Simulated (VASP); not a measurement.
These are PBE GGA, VASP's PBE PAW potentials (set 64) (plane waves; VASP 6.6.1) values and carry that method's errors.

VASP ran on this input.

**POSCAR**
```
NaCl
1.0
  0.0000000000   2.8200000000   2.8200000000
  2.8200000000   0.0000000000   2.8200000000
  2.8200000000   2.8200000000   0.0000000000
Na Cl
1 1
direct
  0.0000000000   0.0000000000   0.0000000000
  0.5000000000   0.5000000000   0.5000000000
```

**INCAR**
```
EDIFF=1E-6   ! SCF stop (eV)
IMIX=1
SYSTEM=NaCl
PREC=Accurate
AMIX=1.0
LREAL=F   ! projection in real space or not
ISIF=2   ! forces and stress, cell fixed
GGA=PE   ! PBE
ISMEAR=0   ! Gaussian
ENCUT=400
LASPH=T   ! aspherical one-centre terms
NELM=100
SIGMA=0.05
BMIX=0.0001
LCHARG=F
ALGO=Normal   ! blocked Davidson
LWAVE=F
```

### KPOINTS
```
Automatic mesh
0
Gamma
7 7 7
0 0 0
```

POTCAR, in this order: Na_pv Cl (PBE.64 set). Program: vasp_std.

The run wrote:

**OUTCAR**
```
 ion  position               nearest neighbor table
   1  0.000  0.000  0.000-
   2  0.500  0.500  0.500-
  LATTYP: Found a face centered cubic cell.
 ALAT       =     5.6400000000
 Subroutine PRICEL returns:
 Original cell was already a primitive cell.
 Subroutine GETGRP returns: Found 48 space group operations
The static configuration has the point symmetry O_h .
The dynamic configuration has the point symmetry O_h .
 Subroutine INISYM returns: Found 48 space group operations
 Subroutine IBZKPT returns following result:
 Found     20 irreducible k-points:

 Following reciprocal coordinates:
            Coordinates               Weight
  0.000000  0.000000  0.000000      1.000000
  0.142857  0.000000  0.000000      8.000000
  0.285714  0.000000  0.000000      8.000000
  0.428571  0.000000  0.000000      8.000000
  0.142857  0.142857  0.000000      6.000000
  0.285714  0.142857  0.000000     24.000000
  0.428571  0.142857  0.000000     24.000000
 -0.428571  0.142857  0.000000     24.000000
 -0.285714  0.142857  0.000000     24.000000
 -0.142857  0.142857  0.000000     12.000000
  0.285714  0.285714  0.000000      6.000000
  0.428571  0.285714  0.000000     24.000000
 -0.428571  0.285714  0.000000     24.000000
 -0.285714  0.285714  0.000000     12.000000
  0.428571  0.428571  0.000000      6.000000
 -0.428571  0.428571  0.000000     12.000000
  0.428571  0.285714  0.142857     24.000000
 -0.428571  0.285714  0.142857     48.000000
 -0.428571  0.428571  0.142857     24.000000
 -0.285714  0.428571  0.142857     24.000000
   k-points           NKPTS =     20   k-points in BZ     NKDIM =     20   number of bands    NBANDS=     11
   number of dos      NEDOS =    301   number of ions     NIONS =      2
   total plane-waves  NPLWV =  21952
   dimension x,y,z NGX =    28 NGY =   28 NGZ =   28
...
```

### OSZICAR
```
       N       E                     dE             d eps       ncg     rms          rms(c)
DAV:   1     0.908456835517E+02    0.90846E+02   -0.65953E+03   440   0.108E+03
DAV:   2     0.123169577004E+01   -0.89614E+02   -0.83327E+02   478   0.262E+02
DAV:   3    -0.680020757062E+01   -0.80319E+01   -0.79840E+01   530   0.813E+01
DAV:   4    -0.696892699209E+01   -0.16872E+00   -0.16859E+00   491   0.130E+01
DAV:   5    -0.697293487704E+01   -0.40079E-02   -0.40075E-02   595   0.195E+00    0.212E+00
DAV:   6    -0.704844810773E+01   -0.75513E-01   -0.37618E+00   497   0.132E+01    0.349E+00
DAV:   7    -0.714071609489E+01   -0.92268E-01   -0.47632E+00   494   0.156E+01    0.373E+00
DAV:   8    -0.719724381626E+01   -0.56528E-01   -0.57192E+00   491   0.175E+01    0.433E+00
DAV:   9    -0.733496473088E+01   -0.13772E+00   -0.72972E+00   491   0.199E+01    0.472E+00
DAV:  10    -0.740837019934E+01   -0.73405E-01   -0.86261E+00   491   0.223E+01    0.537E+00
DAV:  11    -0.762294143124E+01   -0.21457E+00   -0.11020E+01   491   0.249E+01    0.574E+00
DAV:  12    -0.770609790362E+01   -0.83156E-01   -0.12779E+01   491   0.278E+01    0.657E+00
DAV:  13    -0.803448753728E+01   -0.32839E+00   -0.16332E+01   494   0.306E+01    0.696E+00
DAV:  14    -0.811179201663E+01   -0.77304E-01   -0.18522E+01   491   0.342E+01    0.793E+00
DAV:  15    -0.860270670718E+01   -0.49091E+00   -0.23658E+01   494   0.371E+01    0.831E+00
DAV:  16    -0.863895279549E+01   -0.36246E-01   -0.26114E+01   491   0.421E+01    0.949E+00
DAV:  17    -0.934900222245E+01   -0.71005E+00   -0.33292E+01   494   0.443E+01    0.982E+00
DAV:  18    -0.927974041010E+01    0.69262E-01   -0.35554E+01   491   0.521E+01    0.111E+01
DAV:  19    -0.102653794644E+02   -0.98564E+00   -0.45151E+01   497   0.520E+01    0.114E+01
DAV:  20    -0.100059665244E+02    0.25941E+00   -0.46528E+01   491   0.671E+01    0.129E+01
DAV:  21    -0.113132312199E+02   -0.13073E+01   -0.58811E+01   494   0.599E+01    0.131E+01
DAV:  22    -0.107676386798E+02    0.54559E+00   -0.58405E+01   507   0.998E+01    0.146E+01
DAV:  23    -0.124380554658E+02   -0.16704E+01   -0.73562E+01   497   0.677E+01    0.147E+01
DAV:  24    -0.112192585958E+02    0.12188E+01   -0.67487E+01   499   0.147E+02    0.150E+01
DAV:  25    -0.129753339660E+02   -0.17561E+01   -0.81618E+01   497   0.729E+01    0.151E+01
DAV:  26    -0.117048691860E+02    0.12705E+01   -0.73977E+01   515   0.114E+02    0.157E+01
DAV:  27    -0.138344118204E+02   -0.21295E+01   -0.92467E+01   497   0.775E+01    0.159E+01
DAV:  28    -0.124930307934E+02    0.13414E+01   -0.86083E+01   507   0.100E+02    0.171E+01
DAV:  29    -0.150378239625E+02   -0.25448E+01   -0.10799E+02   497   0.832E+01    0.174E+01
DAV:  30    -0.132928752672E+02    0.17449E+01   -0.98911E+01   507   0.946E+01    0.187E+01
DAV:  31    -0.162605428336E+02   -0.29677E+01   -0.12424E+02   497   0.891E+01    0.188E+01
DAV:  32    -0.140143313556E+02    0.22462E+01   -0.11087E+02   528   0.949E+01    0.200E+01
DAV:  33    -0.173483298376E+02   -0.33340E+01   -0.13907E+02   497   0.946E+01    0.200E+01
DAV:  34    -0.145900348874E+02    0.27583E+01   -0.12083E+02   520   0.975E+01    0.208E+01
DAV:  35    -0.181829792009E+02   -0.35929E+01   -0.15058E+02   497   0.991E+01    0.209E+01
DAV:  36    -0.150047567913E+02    0.31782E+01   -0.12818E+02   528   0.101E+02    0.214E+01
DAV:  37    -0.187931978020E+02   -0.37884E+01   -0.15913E+02   497   0.103E+02    0.215E+01
DAV:  38    -0.152923820129E+02    0.35008E+01   -0.13309E+02   536   0.104E+02    0.218E+01
DAV:  39    -0.192457869157E+02   -0.39534E+01   -0.16558E+02   505   0.105E+02    0.217E+01
DAV:  40    -0.155588231282E+02    0.36870E+01   -0.13762E+02   528   0.106E+02    0.221E+01
DAV:  41    -0.196203146161E+02   -0.40615E+01   -0.17084E+02   505   0.107E+02    0.221E+01
DAV:  42    -0.157292685129E+02    0.38910E+01   -0.14073E+02   536   0.108E+02    0.223E+01
DAV:  43    -0.199564999722E+02   -0.42272E+01   -0.17537E+02   513   0.109E+02    0.220E+01
DAV:  44    -0.160317498254E+02    0.39248E+01   -0.14556E+02   536   0.111E+02    0.225E+01
DAV:  45    -0.203192578782E+02   -0.42875E+01   -0.18062E+02   513   0.111E+02    0.226E+01
DAV:  46    -0.161097479405E+02    0.42095E+01   -0.14730E+02   552   0.112E+02    0.226E+01
DAV:  47    -0.205674595036E+02   -0.44577E+01   -0.18423E+02   521   0.112E+02    0.222E+01
DAV:  48    -0.163532386338E+02    0.42142E+01   -0.15119E+02   552   0.114E+02    0.226E+01
DAV:  49    -0.209005709257E+02   -0.45473E+01   -0.18894E+02   521   0.113E+02    0.225E+01
DAV:  50    -0.165116809203E+02    0.43889E+01   -0.15403E+02   560   0.116E+02    0.227E+01
DAV:  51    -0.211528309168E+02   -0.46411E+01   -0.19273E+02   521   0.114E+02    0.227E+01
DAV:  52    -0.166132306187E+02    0.45396E+01   -0.15607E+02   552   0.118E+02    0.228E+01
DAV:  53    -0.212811499461E+02   -0.46679E+01   -0.19451E+02   521   0.115E+02    0.228E+01
DAV:  54    -0.166779241145E+02    0.46032E+01   -0.15721E+02   560   0.119E+02    0.229E+01
DAV:  55    -0.213972518877E+02   -0.47193E+01   -0.19635E+02   521   0.116E+02    0.229E+01
DAV:  56    -0.167250208404E+02    0.46722E+01   -0.15816E+02   560   0.119E+02    0.229E+01
DAV:  57    -0.214678267016E+02   -0.47428E+01   -0.19742E+02   521   0.116E+02    0.229E+01
DAV:  58    -0.167555473027E+02    0.47123E+01   -0.15874E+02   560   0.120E+02    0.229E+01
DAV:  59    -0.215132246580E+02   -0.47577E+01   -0.19809E+02   521   0.117E+02    0.229E+01
DAV:  60    -0.167748144267E+02    0.47384E+01   -0.15913E+02   560   0.120E+02    0.230E+01
DAV:  61    -0.215404032367E+02   -0.47656E+01   -0.19851E+02   521   0.117E+02    0.230E+01
DAV:  62    -0.167838618217E+02    0.47565E+01   -0.15931E+02   560   0.120E+02    0.230E+01
DAV:  63    -0.220142708625E+02   -0.52304E+01   -0.20325E+02   537   0.117E+02    0.222E+01
DAV:  64    -0.167768712007E+02    0.52374E+01   -0.16276E+02   560   0.121E+02    0.222E+01
DAV:  65    -0.396545299358E+02   -0.22878E+02   -0.37936E+02   553   0.117E+02    0.203E+01
DAV:  66    -0.201178257699E+02    0.19537E+02   -0.19412E+02   574   0.122E+02    0.207E+01
```

**stdout**
```
...
 WARNING: Sub-Space-Matrix is not hermitian in DAV            3
 -0.386685024612038
 WARNING: Sub-Space-Matrix is not hermitian in DAV            6
  5.864958593536110E-004
 WARNING: Sub-Space-Matrix is not hermitian in DAV            7
 -3.989770799337125E-002
 WARNING: Sub-Space-Matrix is not hermitian in DAV            8
 -2.377017585108208E-004
 WARNING: Sub-Space-Matrix is not hermitian in DAV            9
   2.69959535091434
 WARNING: Sub-Space-Matrix is not hermitian in DAV           10
   1.79974775261826
 WARNING: Sub-Space-Matrix is not hermitian in DAV           11
 -0.543136891460933
 WARNING: Sub-Space-Matrix is not hermitian in DAV           12
  0.217656281452536
 WARNING: Sub-Space-Matrix is not hermitian in DAV           13
  0.289871635955296
 WARNING: Sub-Space-Matrix is not hermitian in DAV           14
 -0.167612371141366
 WARNING: Sub-Space-Matrix is not hermitian in DAV           15
  2.053953236782966E-003
 WARNING: Sub-Space-Matrix is not hermitian in DAV           16
  0.243572596741460

 -----------------------------------------------------------------------------
|                                                                             |
|     EEEEEEE  RRRRRR   RRRRRR   OOOOOOO  RRRRRR      ###     ###     ###     |
|     E        R     R  R     R  O     O  R     R     ###     ###     ###     |
|     E        R     R  R     R  O     O  R     R     ###     ###     ###     |
|     EEEEE    RRRRRR   RRRRRR   O     O  RRRRRR       #       #       #      |
|     E        R   R    R   R    O     O  R   R                               |
|     E        R    R   R    R   O     O  R    R      ###     ###     ###     |
|     EEEEEEE  R     R  R     R  OOOOOOO  R     R     ###     ###     ###     |
|                                                                             |
|     EDDAV: Call to ZHEGV failed. Returncode = 9 2 16                        |
|                                                                             |
|       ---->  I REFUSE TO CONTINUE WITH THIS SICK JOB ... BYE!!! <----       |
|                                                                             |
 -----------------------------------------------------------------------------
```

VASP stops with an error: EDDAV: Call to ZHEGV failed. Returncode = 9 2 16 ----> I REFUSE TO CONTINUE WITH THIS SICK JOB ... BYE!!! <----

The compound is NaCl in the rock salt structure. The cell was not relaxed at this level. The run is one of a series of settings (AMIX = 1.0, BMIX = 0.0001, IMIX = 1 against the base run), some of them coarse on purpose.
